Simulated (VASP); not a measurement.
```yaml
crystal:
  lattice:
    - [-2.88150, 2.88150, 2.88150]
    - [2.88150, -2.88150, 2.88150]
    - [2.88150, 2.88150, -2.88150]
  atoms:
    - { symbol: Rb, position: [0.00000, 0.00000, 0.00000] }
```

The base run (VASP): PBE GGA, plane waves, VASP's PBE PAW potentials (set 64). Run with 400 eV cut-off, 8×8×8 Γ-centred mesh, first-order Methfessel-Paxton smearing of 0.10 eV, potentials Rb_sv.

One setting is varied; ΔE counts from the most expensive setting. The base run took about 20 core-seconds. The timings are rough (shared machines, no repeats); factors under 2 mean little.

Pressures at a finite cut-off, here 400 eV, hold a Pulay part, which wasn't tested here.

| setting | cost over the base run | electronic steps | ΔE (meV/atom) | pressure (GPa) |
|---|---|---|---|---|
| KPOINTS 1×1×1 Γ-centred mesh | about 1/2 | 9 | -1016.3 | -0.47 |
| KPOINTS 3×3×3 Γ-centred mesh | about 1/2 | 10 | -82.1 | -0.22 |
| KPOINTS 6×6×6 Γ-centred mesh | within a factor of 2 | 10 | 17.4 | -0.11 |
| base run | reference | 10 | 5.2 | -0.12 |
| KPOINTS 7×7×7 Γ-centred mesh | within a factor of 2 | 10 | -3.1 | -0.13 |
| KPOINTS 10×10×10 Γ-centred mesh | within a factor of 2 | 10 | 1.8 | -0.12 |
| KPOINTS 12×12×12 Γ-centred mesh | about 3 times | 10 | 0.0 | -0.13 |

Left out are runs that failed, have no time on record or changed the cell.

The compound is Rb in the bcc structure. The cell was not relaxed at this level.
